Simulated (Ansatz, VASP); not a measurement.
# BiAs in VASP and in Ansatz

The input INCAR:

```
ALGO = Fast
EDIFF = 1E-7
ENCUT = 520
GGA = PE
ISIF = 2
ISMEAR = -1
LASPH = T
LCHARG = T
LELF = T
LREAL = F
LVHAR = T
LWAVE = F
NBANDS = 17
NELM = 60
PREC = Accurate
SIGMA = 0.1
```

Contents of KPOINTS:

```
k-points
0
Gamma
  10 10 10
```

Contents of POSCAR:

```
BiAs
1.0
    2.0352020000      3.5250680000      0.0000000000
   -2.0352020000      3.5250680000      0.0000000000
    0.0000000000     -2.3500450000      3.6526250000
As Bi
1 1
Direct
    0.0000000000      0.0000000000      0.0000000000
    0.5000000000      0.5000000000      0.5000000000
```

Input for Ansatz:

```yaml
crystal:
  lattice:
    - [2.035202, 3.525068, 0.0]
    - [-2.035202, 3.525068, 0.0]
    - [0.0, -2.350045, 3.652625]
  atoms:
    - { symbol: As, position: [0.0, 0.0, 0.0] }
    - { symbol: Bi, position: [0.5, 0.5, 0.5] }
  symmetry: { tolerance: 0.0003 }
kpoints:
  mp_grid: { grid: [10, 10, 10], shift: [0, 0, 0] }
  band_path:
    path:
      - [0.0, 0.0, 0.0]
      - [0.0, 0.0, 0.5]
      - [0.26434245, -0.26434245, 0.5]
      - [0.26434245, -0.4713151, 0.23565755]
      - [0.5, 0.0, 0.0]
      - [0.0, 0.0, 0.0]
      - [0.36782877, -0.36782877, 0.0]
      - [0.26434245, -0.36782877, 0.36782877]
      - [0.0, -0.5, 0.5]
      - [0.0, 0.0, 0.0]
    npoints: 6
magnetization:
  spin_polarized: false
scf:
  occupations: { method: fermi_dirac }
  lower_state_search: "off"
  max_iter: 200
hamiltonian:
  pseudopotentials: { kind: paw }
  xc: pbe
basis:
  ecutwfc: 420
  fft_grid_basis: typed
output:
  forces: true
  stress: true
  eigenvalues: true
  bader: true
  populations: true
  elf: true
  write_potential: true
  volumetric_format: npy
  dos:
    e_range: [-12, 8]
    de: 0.05
    projected: { site_lists: { As: [As], Bi: [Bi] } }
checkpoint:
  read: saved_state
```

The cell was built by a generator and needn't be a form met in nature.

Alike in both runs: task single point; functional PBE; k mesh 10 × 10 × 10; no spin polarisation.

|  | VASP | Ansatz |
| --- | --- | --- |
| version | VASP 6.6.1 | Ansatz 0.2.0 |
| potentials or method | VASP PAW PBE potentials, release 64 (As, Bi_d) | PAW plane waves |
| plane-wave cutoff (eV) | 520 | 420 |
| occupations | fermi-dirac, width 0.1 eV | fermi-dirac |
| valence electrons in the cell | 20 | 30 |

```csv
,VASP,Ansatz,Ansatz less VASP
pressure (GPa),3.0,3.0,-0.04
largest component of the traceless stress (GPa),2.46,2.47,+0.010
```

The two sets of potentials don't hold the same shells in valence. Ansatz warned: «structure_snapped_to_symmetry».

Caveats: spin-orbit coupling is left out, which moves the levels of the heavy elements.
